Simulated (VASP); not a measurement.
Here is the system:

```yaml
crystal:
  lattice:
    - [0.00000, 2.07727, 2.07727]
    - [2.07727, 0.00000, 2.07727]
    - [2.07727, 2.07727, 0.00000]
  atoms:
    - { symbol: Au, position: [0.00000, 0.00000, 0.00000] }
```

These are PBE GGA, VASP's PBE PAW potentials (set 64) (plane waves; VASP) values and carry that method's errors. Run with 500 eV cut-off, 15×15×15 Γ-centred mesh, first-order Methfessel-Paxton smearing of 0.10 eV, potentials Au.

Unless said otherwise, spin-orbit coupling is left out, though it shifts the bands of the heavy elements here.

Q: Predict the energy per atom (σ→0), band gap (on the k-mesh) with the smallest direct gap where there is one.

A: 
The band gap (on the k-mesh) comes out as none (metal, semimetal or under 0.01 eV) and the energy per atom (σ→0) is -3.219 eV/atom.

The compound is Au in the fcc structure. It was relaxed first, which changed the volume by +6 %.
